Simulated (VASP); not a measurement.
The system is KF (Carobbiite).

```xyz
2
Lattice="0.0000 2.6719 2.6719 2.6719 0.0000 2.6719 2.6719 2.6719 0.0000" Properties=species:S:1:pos:R:3 pbc="T T T"
K     0.0000    0.0000    0.0000
F     2.6719    2.6719    2.6719
```

```yaml
Program: VASP 6.6.1
Task: relaxation of cell and atoms
Functional: PBE
Potentials_or_basis: VASP PAW PBE potentials, release 64 (K_sv, F)
Cutoff: 600 eV
k_mesh: 8 × 8 × 8
Occupations: gaussian, width 0.02 eV
Spin: no spin polarisation
```

At the start: pressure 1.4 GPa; volume 19.07 Å³/atom.

Where does the relaxation end?

Over 3 steps the energy falls by 3.5 meV/atom and the volume is 19.92 Å³/atom (+4.4 %); space group Fm-3m (No. 225, to 0.05 Å).

Step by step:
| step | energy change (eV) | largest force (eV/Å) | pressure (GPa) | volume (Å³) |
| --- | --- | --- | --- | --- |
| 1 | 0.0000 | 0.0000 | 1.38 | 38.15 |
| 2 | -0.0056 | 0.0000 | 0.59 | 39.06 |
| 3 | -0.0070 | 0.0000 | -0.01 | 39.84 |

Final structure:
```
CELL_PARAMETERS angstrom
0.00000 2.71083 2.71083
2.71083 0.00000 2.71083
2.71083 2.71083 0.00000
ATOMIC_POSITIONS crystal
K 0.00000 0.00000 0.00000
F 0.50000 0.50000 0.50000
```
